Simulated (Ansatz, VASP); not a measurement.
**ZnS in two plane-wave programs**

One calculation is typed for both programs; each brings its own data sets. How far apart do they land? The cell is taken from a series of runs on this material, whose earlier steps may have relaxed, scaled, displaced or heated it; both programs get it as it stands.

Program: Ansatz 0.2.0. Level of theory: plane waves, with VASP 6.6.1 beside it; relaxation of cell and atoms at BLYP with D3(BJ) and relaxation of cell and atoms at PBE with D3(BJ). Results are calculated unless marked as measured.

### 1. Starting point

Symmetry: P6_3mc, No. 186, hexagonal system. The conventional cell has a = 3.808 Å, b = 3.808 Å, c = 18.679 Å, α = 90.00°, β = 90.00°, γ = 120.00°. Zn has 4 S at 2.33 Å nearest. Nearest to Zn lie 4 S at 2.33 Å. Nearest to Zn lie 4 S at 2.33 to 2.34 Å. S has 4 Zn at 2.33 Å nearest. Nearest to S lie 4 Zn at 2.33 Å. Nearest to S lie 4 Zn at 2.33 to 2.34 Å. Farther neighbours and most contacts between anions are not listed.

Structure file:

```xyz
12
Lattice="3.8080 0.0000 0.0000 -1.9040 3.2978 0.0000 0.0000 0.0000 18.6787" Properties=species:S:1:pos:R:3 pbc="T T T"
Zn    0.0000    2.1985   15.5643
Zn    1.9040    1.0993    6.2250
Zn    1.9040    1.0993   12.4562
Zn    0.0000    2.1985    3.1168
Zn    0.0000    0.0000    9.3383
Zn    0.0000    0.0000   18.6776
S     0.0000    2.1985   17.8964
S     1.9040    1.0993    8.5570
S     1.9040    1.0993   14.7881
S     0.0000    2.1985    5.4487
S     0.0000    0.0000   11.6762
S     0.0000    0.0000    2.3368
```

### 2. VASP: relaxation of cell and atoms, BLYP with D3(BJ)

The relaxed volume is the usual yardstick between codes: in a stiff, nearly cubic crystal its relative difference is about their pressure difference at one cell divided by the bulk modulus.

Lines of VASP's logs that name or quote its potential files are left out, and so is its time.

Input file INCAR:

```
SYSTEM = ZnS
PREC = Accurate
ENCUT = 500
EDIFF = 1E-07
NELM = 120
ISMEAR = 0
SIGMA = 0.02
LREAL = .FALSE.
ALGO = Normal
GGA = B5
ALDAX = 1
AGGAX = 1
AGGAC = 1
ALDAC = 0
IVDW = 12
VDW_S6 = 1
VDW_S8 = 2.6996
VDW_A1 = 0.4298
VDW_A2 = 4.2359
NBANDS = 66
LORBIT = 11
LWAVE = .FALSE.
LCHARG = .FALSE.
ISIF = 3
IBRION = 2
NSW = 80
EDIFFG = -0.005
LASPH = .TRUE.
GGA_COMPAT = .FALSE.
NELMIN = 4
EFERMI = MIDGAP
KPAR = 2
```

Input file POSCAR:

```
ZnS
1.0
    3.8079620000      0.0000000000      0.0000000000
   -1.9039810000      3.2977920000      0.0000000000
    0.0000000000      0.0000000000     18.6787440000
Zn S
6 6
Direct
    0.3333333333      0.6666666667      0.8332648062
    0.6666666667      0.3333333333      0.3332648062
    0.6666666667      0.3333333333      0.6668637356
    0.3333333333      0.6666666667      0.1668637356
    0.0000000000      0.0000000000      0.4999412166
    0.0000000000      0.0000000000      0.9999412166
    0.3333333333      0.6666666667      0.9581155992
    0.6666666667      0.3333333333      0.4581155992
    0.6666666667      0.3333333333      0.7917082112
    0.3333333333      0.6666666667      0.2917082112
    0.0000000000      0.0000000000      0.6251073948
    0.0000000000      0.0000000000      0.1251074483
```

Input file KPOINTS:

```
Automatic mesh
0
Gamma
9 9 2
0 0 0
```

Potentials, in the order of the species: Zn and S (PBE family, release 64).

On the command line:

```bash
mpirun -np 2 vasp_std
```

Numbers of over 12 decimals in the logs are rounded to 6 here.

Log:

```text
[banner, memory and clock lines left out]
running    2 mpi-ranks, on    1 nodes
 distrk:  each k-point on    1 cores,    2 groups
 distr:  one band on    1 cores,    1 groups

 POSCAR found type information on POSCAR ZnS
 POSCAR found :  2 types and      12 ions
|                                                                             |
|               ----> ADVICE to this user running VASP <----                  |
|                                                                             |
|     You enforced a specific xc type in the INCAR file but a different       |
|     [... a line on the potential file left out ...]
|     I HOPE YOU KNOW WHAT YOU ARE DOING!                                     |
|                                                                             |

 LDA part: xc-table for (Slater(with rela. corr.)+VWN5), standard interpolation
 POSCAR, INCAR and KPOINTS ok, starting setup
 FFT: planning ... GRIDC
 FFT: planning ... GRID_SOFT
 FFT: planning ... GRID
 WAVECAR not read
 entering main loop
       N       E                     dE             d eps       ncg     rms          rms(c)
DAV:   1     0.977461785255E+03    0.97746E+03   -0.47984E+04  3168   0.194E+03
DAV:   2     0.120338176143E+03   -0.85712E+03   -0.82321E+03  3168   0.472E+02
DAV:   3    -0.281361441174E+02   -0.14847E+03   -0.14495E+03  3524   0.174E+02
DAV:   4    -0.375024647096E+02   -0.93663E+01   -0.93078E+01  3698   0.441E+01
DAV:   5    -0.376886340145E+02   -0.18617E+00   -0.18595E+00  3816   0.628E+00    0.163E+01
DAV:   6    -0.344354973078E+02    0.32531E+01   -0.67753E+00  4712   0.469E+01    0.129E+01
DAV:   7    -0.347360206274E+02   -0.30052E+00   -0.93856E+00  3632   0.962E+00    0.632E+00
DAV:   8    -0.345780339686E+02    0.15799E+00   -0.72824E-01  4012   0.638E+00    0.189E+00
DAV:   9    -0.345805031096E+02   -0.24691E-02   -0.14019E-01  4176   0.351E+00    0.461E-01
DAV:  10    -0.345808383742E+02   -0.33526E-03   -0.61463E-03  3622   0.850E-01    0.267E-01
DAV:  11    -0.345810042923E+02   -0.16592E-03   -0.78684E-04  4256   0.264E-01    0.219E-01
DAV:  12    -0.345812734005E+02   -0.26911E-03   -0.61296E-04  3764   0.184E-01    0.134E-01
DAV:  13    -0.345812022728E+02    0.71128E-04   -0.21397E-04  4264   0.159E-01    0.400E-02
DAV:  14    -0.345812019932E+02    0.27961E-06   -0.35979E-05  3704   0.315E-02    0.199E-02
DAV:  15    -0.345812026038E+02   -0.61061E-06   -0.30826E-06  3752   0.210E-02    0.496E-03
DAV:  16    -0.345812017594E+02    0.84443E-06   -0.16977E-06  4142   0.197E-02    0.487E-03
DAV:  17    -0.345812017432E+02    0.16164E-07   -0.75943E-07  3992   0.625E-03
   1 F= -.42665071E+02 E0= -.42665071E+02  d E =-.426651E+02
[...]
2 F= -.42665214E+02 E0= -.42665214E+02  d E =-.142339E-03
[...]
3 F= -.42665234E+02 E0= -.42665234E+02  d E =-.162698E-03
[...]
4 F= -.42665242E+02 E0= -.42665242E+02  d E =-.170215E-03
[...]
5 F= -.42665244E+02 E0= -.42665244E+02  d E =-.172215E-03
 curvature:  -0.87 expect dE=-0.963E-04 dE for cont linesearch -0.121E-07
 trial: gam= 0.60301 g(F)=  0.497E-04 g(S)=  0.609E-04 ort =-0.161E-05 (trialstep = 0.113E+01)
 search vector abs. value=  0.176E-03
 bond charge predicted
       N       E                     dE             d eps       ncg     rms          rms(c)
DAV:   1    -0.345879832884E+02    0.41066E-02   -0.29867E-02  3768   0.948E-01    0.146E-01
DAV:   2    -0.345877392493E+02    0.24404E-03   -0.20454E-03  3984   0.479E-01    0.626E-02
DAV:   3    -0.345876978164E+02    0.41433E-04   -0.12042E-04  3622   0.583E-02    0.347E-02
DAV:   4    -0.345876793207E+02    0.18496E-04   -0.19593E-05  3552   0.305E-02    0.109E-02
DAV:   5    -0.345876788005E+02    0.52023E-06   -0.58632E-06  3960   0.481E-02    0.442E-03
DAV:   6    -0.345876791159E+02   -0.31535E-06   -0.32849E-06  3568   0.242E-02    0.215E-03
DAV:   7    -0.345876791475E+02   -0.31629E-07   -0.64421E-07  2974   0.907E-03
   6 F= -.42665316E+02 E0= -.42665316E+02  d E =-.724228E-04
 trial-energy change:   -0.000072  1 .order   -0.000081   -0.000124   -0.000039
 step:   1.6440(harm=  1.6440)  dis= 0.00162  next Energy=   -42.665334 (dE=-0.902E-04)
 reached required accuracy - stopping structural energy minimisation
```

From OUTCAR (step 2):

```text
ion  position               nearest neighbor table
   1  0.333  0.667  0.833-   9 2.33   9 2.33   9 2.33   7 2.33
   2  0.667  0.333  0.333-  10 2.33  10 2.33  10 2.33   8 2.33
   3  0.667  0.333  0.667-   9 2.33  11 2.33  11 2.33  11 2.33
   4  0.333  0.667  0.167-  10 2.33  12 2.33  12 2.33  12 2.33
   5  0.000  0.000  0.500-   8 2.33   8 2.33   8 2.33  11 2.34
   6  0.000  0.000  1.000-   7 2.33   7 2.33   7 2.33  12 2.34
   7  0.333  0.667  0.958-   1 2.33   6 2.33   6 2.33   6 2.33
   8  0.667  0.333  0.458-   2 2.33   5 2.33   5 2.33   5 2.33
   9  0.667  0.333  0.792-   1 2.33   1 2.33   1 2.33   3 2.33
  10  0.333  0.667  0.292-   2 2.33   2 2.33   2 2.33   4 2.33
  11  0.000  0.000  0.625-   3 2.33   3 2.33   3 2.33   5 2.34
  12  0.000  0.000  0.125-   4 2.33   4 2.33   4 2.33   6 2.34

  LATTYP: Found a hexagonal cell.
 ALAT       =     3.8079620000
 C/A-ratio  =     4.9051813017

 Subroutine GETGRP returns: Found 12 space group operations
 (whereof  6 operations were pure point group operations)

The static configuration has the point symmetry C_3v.
 The point group associated with its full space group is C_6v.

 Found     24 irreducible k-points:

   k-points           NKPTS =     24   k-points in BZ     NKDIM =     24   number of bands    NBANDS=     66

   dimension x,y,z NGX =    28 NGY =   28 NGZ =  140
   dimension x,y,z NGXF=    56 NGYF=   56 NGZF=  280

   ENCUT  =  500.0 eV  36.75 Ry    6.06 a.u.   6.94  6.94 34.06*2*pi/ulx,y,z

   NELECT =     108.0000    total number of electrons

 k-points in reciprocal lattice and weights: Automatic mesh
   0.00000000  0.00000000  0.00000000       0.006
   0.11111111 -0.00000000  0.00000000       0.037
   0.22222222 -0.00000000  0.00000000       0.037
   0.33333333 -0.00000000  0.00000000       0.037
   0.44444444 -0.00000000  0.00000000       0.037
   0.11111111  0.11111111  0.00000000       0.037
   0.22222222  0.11111111  0.00000000       0.074
   0.33333333  0.11111111  0.00000000       0.074
   0.44444444  0.11111111  0.00000000       0.037
[...]
0.33333333  0.22222222  0.50000000       0.074
   0.33333333  0.33333333  0.50000000       0.012

 Edisp (eV)   -8.07315

 average (electrostatic) potential at core
       1 -35.9539       2 -35.9539       3 -35.9377       4 -35.9377       5 -35.9480
       6 -35.9480       7 -88.0418       8 -88.0419       9 -88.0492      10 -88.0492
      11 -88.0249      12 -88.0249

 E-fermi :   3.6596

 k-point     1 :       0.0000    0.0000    0.0000
  band No.  band energies     occupation
    ...
     50       2.3317      2.00000
     51       2.3317      2.00000
     52       2.5323      2.00000
     53       2.5681      2.00000
     54       2.5681      2.00000
     55       4.7512      0.00000
     56       5.8103      0.00000
     57       5.8606      0.00000
     58       5.9515      0.00000
     59       5.9539      0.00000
    ...

 k-point     2 :       0.1111   -0.0000    0.0000
  band No.  band energies     occupation
    ...
     50       1.9900      2.00000
     51       2.1907      2.00000
     52       2.2022      2.00000
     53       2.4301      2.00000
     54       2.4658      2.00000
     55       5.4103      0.00000
     56       6.2799      0.00000
     57       6.4038      0.00000
     58       6.4325      0.00000
     59       6.5061      0.00000
    ...

 k-point     3 :       0.2222   -0.0000    0.0000
  band No.  band energies     occupation
    ...
     50       1.5603      2.00000
     51       1.8783      2.00000
     52       1.8874      2.00000
     53       2.1462      2.00000
     54       2.2013      2.00000
     55       6.1333      0.00000
     56       6.6101      0.00000
     57       6.9129      0.00000
     58       6.9721      0.00000
     59       7.0074      0.00000
    ...

 Edisp (eV)   -8.07764

  Total      -0.02088    -0.02088    -0.03110     0.00000     0.00000     0.00000
  in kB      -0.14254    -0.14254    -0.21229     0.00000     0.00000     0.00000
  external pressure =       -0.17 kB  Pullay stress =        0.00 kB

  energy-cutoff  :      500.00
  volume of cell :      234.73
      direct lattice vectors                 reciprocal lattice vectors
     3.806748683  0.000000000  0.000000000     0.262691363  0.151664921 -0.000000000
    -1.903374341  3.296741236 -0.000000000     0.000000000  0.303329842 -0.000000000
     0.000000000  0.000000000 18.703597099    -0.000000000  0.000000000  0.053465651

 POSITION                                       TOTAL-FORCE (eV/Angst)
 -----------------------------------------------------------------------------------
     -0.00000      2.19783     15.58536        -0.000000      0.000000      0.001489
      1.90337      1.09891      6.23356        -0.000000     -0.000000      0.001489
      1.90337      1.09891     12.47495        -0.000000      0.000000      0.004264
     -0.00000      2.19783      3.12316         0.000000     -0.000000      0.004264
      0.00000      0.00000      9.35236        -0.000000     -0.000000      0.003787
     -0.00000      0.00000      0.00056         0.000000      0.000000      0.003787
     -0.00000      2.19783     17.91776        -0.000000     -0.000000     -0.002761
      1.90337      1.09891      8.56596         0.000000      0.000000     -0.002761
      1.90337      1.09891     14.80657        -0.000000     -0.000000     -0.003123
     -0.00000      2.19783      5.45477        -0.000000     -0.000000     -0.003123
      1.90337      3.29674     11.69125        -0.000000      0.000000     -0.003656
      0.00000      0.00000      2.33946         0.000000     -0.000000     -0.003656
 -----------------------------------------------------------------------------------
    total drift:                               -0.000002     -0.000004     -0.000021

  FREE ENERGIE OF THE ION-ELECTRON SYSTEM (eV)
  ---------------------------------------------------
  free  energy   TOTEN  =       -42.6653159980 eV

  energy  without entropy=      -42.6653159980  energy(sigma->0) =      -42.66531600

 reached required accuracy - stopping structural energy minimisation

 total charge
# of ion       s       p       d       tot
------------------------------------------
    1        0.532   0.487   9.811  10.830
    2        0.532   0.487   9.811  10.830
    3        0.531   0.485   9.812  10.828
    4        0.531   0.485   9.812  10.828
    5        0.531   0.483   9.811  10.825
    6        0.531   0.483   9.811  10.825
    7        1.327   2.461   0.000   3.788
    8        1.327   2.461   0.000   3.788
    9        1.327   2.461   0.000   3.788
   10        1.327   2.461   0.000   3.788
   11        1.327   2.461   0.000   3.788
   12        1.327   2.461   0.000   3.788
--------------------------------------------------
tot         11.147  17.675  58.869  87.691

[... 3 further parts left out ...]
```

CONTCAR:

```
ZnS
   1.00000000000000
     3.8067486829353023    0.0000000000000000    0.0000000000000000
    -1.9033743414676512    3.2967412364353326   -0.0000000000000000
     0.0000000000000000    0.0000000000000000   18.7035970992038294
  Zn              S
     6     6
Direct
     0.3333333332999970    0.6666666667000030    0.8332815952491066
     0.6666666667000030    0.3333333332999970    0.3332815952491064
     0.6666666667000030    0.3333333332999970    0.6669815211271829
     0.3333333332999970    0.6666666667000030    0.1669815211271828
     0.0000000000000000    0.0000000000000000    0.5000298545066008
     0.0000000000000000    0.0000000000000000    0.0000298545066009
     0.3333333332999970    0.6666666667000030    0.9579848591961756
     0.6666666667000030    0.3333333332999970    0.4579848591961756
     0.6666666667000030    0.3333333332999970    0.7916426828148863
     0.3333333332999970    0.6666666667000030    0.2916426828148863
     1.0000000000000000    1.0000000000000000    0.6250804507060497
     0.0000000000000000    0.0000000000000000    0.1250805042060523
```

The run keeps the 12 symmetry operations of its start, so it cannot find a distortion of lower symmetry.

(Continued in part 2 of 2.)

[Lines on the potential files, build, host, timing and source positions are cut from VASP's logs without a mark.]

[Logs are printed without paths, hosts, clocks, repeated set-up lines and the standing remarks that a program may print on its own settings, such as how far it seeks lower states.]

[Hosts, paths, dates, database ids (printed as entryN), source tags and the programs' standing remarks are cut or masked in the printed files.]
